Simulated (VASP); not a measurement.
Given:

```
AgI
1.0
    2.27838    -3.94626     0.00000
    2.27838     3.94626     0.00000
    0.00000     0.00000     7.43861
Ag I
2 2
Direct
  0.66667   0.33333   0.50008
  0.33333   0.66667   0.00008
  0.66667   0.33333   0.87492
  0.33333   0.66667   0.37492
```

The numbers are results of PBEsol GGA, VASP's PBE PAW potentials (set 64) (plane waves; VASP 6.6.1), not measurements. Run with 480 eV cut-off, 6×6×4 Γ-centred mesh, Gaussian smearing of 0.050 eV, potentials Ag I.

Unless said otherwise, spin-orbit coupling is left out, though it shifts the bands of the heavy elements here.

Estimate the energy per atom (σ→0), band gap (on the k-mesh) with the smallest direct gap where there is one.

band gap (on the k-mesh): 1.23 eV
smallest direct gap (on the k-mesh): 1.23 eV
energy per atom (σ→0): -2.727 eV/atom

Total energies compare only between runs with the same potentials, cut-off and functional.

The compound is AgI in the wurtzite structure. It was relaxed first.
